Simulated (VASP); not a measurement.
Method: PBE GGA, VASP's PBE PAW potentials (set 64) (plane waves; VASP).

A VASP calculation is set up with these files.

**INCAR**
```
SYSTEM = SrCl2
PREC = Accurate
ENCUT = 500
EDIFF = 1E-6
NELM = 100
ALGO = Normal
LREAL = .FALSE.
LASPH = .TRUE.
ISMEAR = 0
SIGMA = 0.05
GGA = PE
LMAXMIX = 4
LWAVE = .FALSE.
LCHARG = .FALSE.
IBRION = 2
ISIF = 3
NSW = 40
EDIFFG = -0.02
PSTRESS = 450
```

File POSCAR:
```
SrCl2
1
    0.0000000000     3.0131685638     3.0131685638
    3.0131685638    -0.0000000000     3.0131685638
    3.0131685638     3.0131685638     0.0000000000
Sr Cl
1 2
Direct
  1.0000000000   1.0000000000   0.0000000000
  0.2500000000   0.2500000000   0.2500000000
  0.7500000000   0.7500000000   0.7500000000
```

### KPOINTS
```
Automatic mesh
0
Gamma
6 6 6
0 0 0
```

POTCAR, in this order: Sr_sv Cl (PBE.64 set). Program: vasp_std.

What VASP printed:

OSZICAR:
```
       N       E                     dE             d eps       ncg     rms          rms(c)
DAV:   1     0.153843393801E+03    0.15384E+03   -0.12396E+04   512   0.138E+03
DAV:   2    -0.356652125594E+01   -0.15741E+03   -0.15365E+03   680   0.267E+02
DAV:   3    -0.992729394272E+01   -0.63608E+01   -0.63552E+01   744   0.591E+01
DAV:   4    -0.101037143306E+02   -0.17642E+00   -0.17640E+00   848   0.807E+00
DAV:   5    -0.101068572011E+02   -0.31429E-02   -0.31428E-02   752   0.904E-01    0.379E+01
DAV:   6    -0.980432502993E+01    0.30253E+00   -0.50670E-01   616   0.432E+00    0.231E+01
DAV:   7    -0.977543843496E+01    0.28887E-01   -0.45879E-01   584   0.449E+00    0.143E+00
DAV:   8    -0.976864499851E+01    0.67934E-02   -0.64440E-02   656   0.160E+00    0.440E-01
DAV:   9    -0.976991304860E+01   -0.12681E-02   -0.21373E-03   648   0.383E-01    0.210E-01
DAV:  10    -0.977046781087E+01   -0.55476E-03   -0.47820E-04   600   0.148E-01    0.681E-02
DAV:  11    -0.977055098490E+01   -0.83174E-04   -0.81120E-05   640   0.562E-02    0.195E-02
DAV:  12    -0.977055936747E+01   -0.83826E-05   -0.10744E-05   592   0.216E-02    0.485E-03
DAV:  13    -0.977055974171E+01   -0.37425E-06   -0.64197E-07   584   0.650E-03
   1 F= 0.55969045E+01 E0= 0.55969045E+01  d E =0.559690E+01
       N       E                     dE             d eps       ncg     rms          rms(c)
DAV:   1    -0.972095132716E+01    0.49608E-01   -0.33025E-02   624   0.141E+00    0.431E-01
DAV:   2    -0.971991757266E+01    0.10338E-02   -0.22655E-03   632   0.344E-01    0.208E-01
DAV:   3    -0.971963516550E+01    0.28241E-03   -0.89630E-04   760   0.200E-01    0.107E-01
DAV:   4    -0.971965612502E+01   -0.20960E-04   -0.88476E-05   864   0.520E-02    0.549E-02
DAV:   5    -0.971967211758E+01   -0.15993E-04   -0.23543E-05   864   0.249E-02    0.889E-03
DAV:   6    -0.971967112067E+01    0.99691E-06   -0.10903E-06   392   0.971E-03
   2 F= 0.55970372E+01 E0= 0.55970372E+01  d E =0.132714E-03
       N       E                     dE             d eps       ncg     rms          rms(c)
DAV:   1    -0.975488008397E+01   -0.35208E-01   -0.15128E-02   616   0.956E-01    0.290E-01
DAV:   2    -0.975441553413E+01    0.46455E-03   -0.10370E-03   632   0.232E-01    0.141E-01
DAV:   3    -0.975428728309E+01    0.12825E-03   -0.40637E-04   752   0.135E-01    0.734E-02
DAV:   4    -0.975428862631E+01   -0.13432E-05   -0.41873E-05   864   0.358E-02    0.379E-02
DAV:   5    -0.975428775776E+01    0.86854E-06   -0.10800E-05   864   0.169E-02    0.618E-03
DAV:   6    -0.975428782439E+01   -0.66626E-07   -0.49661E-07   296   0.666E-03
   3 F= 0.55968684E+01 E0= 0.55968684E+01  d E =-.361047E-04
```

File OUTCAR:
```
------------------------ aborting loop because EDIFF is reached ----------------------------------------
  FORCE on cell =-STRESS in cart. coord.  units (eV):
  Direction    XX          YY          ZZ          XY          YZ          ZX
  --------------------------------------------------------------------------------------
  Total       15.3516000     15.3516000     15.3516000      0.0000000      0.0000000      0.0000000
  in kB      450.0130104    450.0130104    450.0130104      0.0000000      0.0000000      0.0000000
  external PRESSURE =       0.0130104 kB  Pullay stress =     450.0000000 kB
  volume of cell :       54.66
      direct lattice vectors                 reciprocal lattice vectors
     0.000000000  3.012102324  3.012102324    -0.165997017  0.165997017  0.165997017
     3.012102324 -0.000000000  3.012102324     0.165997017 -0.165997017  0.165997017
     3.012102324  3.012102324 -0.000000000     0.165997017  0.165997017 -0.165997017
 POSITION                                       TOTAL-FORCE (eV/Angst)
 -----------------------------------------------------------------------------------
      0.00000      0.00000      0.00000        -0.000000      0.000000     -0.000000
      1.50605      1.50605      1.50605        -0.000000     -0.000000     -0.000000
      4.51815      4.51815      4.51815         0.000000      0.000000      0.000000
 -----------------------------------------------------------------------------------
    total drift:                                0.000000     -0.000000      0.000000
  FREE ENERGIE OF THE ION-ELECTRON SYSTEM (eV)
  ---------------------------------------------------
  free  energy   TOTEN  =        -9.7542878244 eV

  energy  without entropy=       -9.7542878244  energy(sigma->0) =       -9.75428782
  enthalpy is  TOTEN    =         5.5968683688 eV   P V=       15.3511561932

 reached required accuracy - stopping structural energy minimisation
```
(Selected blocks of OUTCAR.)

**CONTCAR**
```
SrCl2
   1.00000000000000
     0.0000000000000000    3.0121023238760323    3.0121023238760323
     3.0121023238760323   -0.0000000000000000    3.0121023238760323
     3.0121023238760323    3.0121023238760323   -0.0000000000000000
  Sr              Cl
     1     2
Direct
     0.0000000000000000    0.0000000000000000    0.0000000000000000
     0.2500000000000000    0.2500000000000000    0.2500000000000000
     0.7500000000000000    0.7500000000000000    0.7500000000000000
```

The compound is SrCl2 in the fluorite structure. This run relaxes it under an external pressure of 45 GPa. Symmetry was kept, so distortions that lower it aren't found.
